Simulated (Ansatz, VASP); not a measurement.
TaBi: VASP beside Ansatz

INCAR

```
SYSTEM = TaBi
  PREC = Accurate
  ENCUT = 520
  EDIFF = 1E-6
  ISMEAR = -1
  SIGMA = 0.05
  LREAL = .False.
  LASPH = .True.
  NELM = 80
  ALGO = Normal
  ISIF = 2
  LWAVE = .False.
  LCHARG = .False.
  NBANDS = 20
```

File KPOINTS:

```
regular mesh
0
Gamma
  11 11 11
  0 0 0
```

POSCAR

```
TaBi
1.0
    3.1401852329      0.0000000000      0.0000000000
    0.0000000000      3.1401852329      0.0000000000
    0.0000000000      0.0000000000      3.1401852329
Ta Bi
1 1
Direct
    0.0000000000      0.0000000000      0.0000000000
    0.5000000000      0.5000000000      0.5000000000
```

Input for Ansatz:

```yaml
crystal:
  lattice:
    - [3.1401852329, 0.0, 0.0]
    - [0.0, 3.1401852329, 0.0]
    - [0.0, 0.0, 3.1401852329]
  atoms:
    - { symbol: Ta, position: [0.0, 0.0, 0.0] }
    - { symbol: Bi, position: [0.5, 0.5, 0.5] }
kpoints:
  mp_grid: { grid: [11, 11, 11] }
scf:
  occupations: { method: fermi_dirac, width: 0.05 }
hamiltonian:
  xc: lda
  pseudopotentials: { kind: all_electron, lapw: { basis_error: 0.001 } }
output:
  forces: true
  stress: true
  eigenvalues: true
  populations: true
```

Change from the starting cell: volume scaled by 0.76, LAPW.

Alike in both runs: task single point; functional LDA; k mesh 11 × 11 × 11; occupations fermi-dirac, width 0.05 eV; no spin polarisation.

```csv
,VASP,Ansatz
version,VASP 6.6.1,Ansatz 0.2.0
potentials or method,"VASP PAW LDA potentials, release 64 (Ta_pv, Bi_d)","all-electron LAPW, scalar-relativistic"
plane-wave cutoff (eV),520,see its input
```

|  | VASP | Ansatz | Ansatz less VASP |
| --- | --- | --- | --- |
| pressure (GPa) | 76.6 | 74.6 | -1.93 |

Ansatz ran all-electron here, so the differences hold the error of VASP's frozen core and of both bases.

Caveats: the cell as given lies far from equilibrium; so large a pressure means that the cell lies far from this level's equilibrium, or that cutoff or potentials fall short (VASP); spin-orbit coupling is left out, which moves the levels of the heavy elements.
